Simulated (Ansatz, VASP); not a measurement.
Two plane-wave programs on RuPt2

```
Ru Pt
1.0
     4.46150    0.00000    0.00000
    -2.23075    3.86378    0.00000
     0.00000    0.00000    2.67979
Ru Pt
1 2
Cartesian
  0.0000 0.0000 0.0000
  0.0000 2.5759 1.3399
  2.2308 1.2879 1.3399
```

Change from the starting cell: species swapped into the TmSi2 type (P6/mmm, No. 191).

Alike in both runs: functional PBE; k mesh 6 × 6 × 6; occupations gaussian, width 0.1 eV; no spin polarisation.

Ansatz relaxed the structure, and its values are those at the end. VASP's run is a single point on that final structure, the one shown.

|  | VASP | Ansatz |
| --- | --- | --- |
| version | VASP 6.6.1 | Ansatz 0.2.0 |
| potentials or method | VASP PAW PBE potentials, release 64 (Ru_pv, Pt) | scalar-relativistic, plane waves, PAW |
| plane-wave cutoff (eV) | 520 | 420 |
| valence electrons in the cell | 34 | 52 |

|  | VASP | Ansatz | Ansatz less VASP |
| --- | --- | --- | --- |
| gap on the k mesh at the Fermi level (eV) | none | none | - |
| pressure (GPa) | -0.5 | 0.0 | +0.47 |

A gap of «none» marks a metal or a gap that the smearing closes. The two sets of potentials don't hold the same shells in valence.

Caveats: the k mesh is coarse (spacing up to 0.39 Å⁻¹), so the values aren't converged. Spin-orbit coupling is left out, which matters for the levels of Pt.
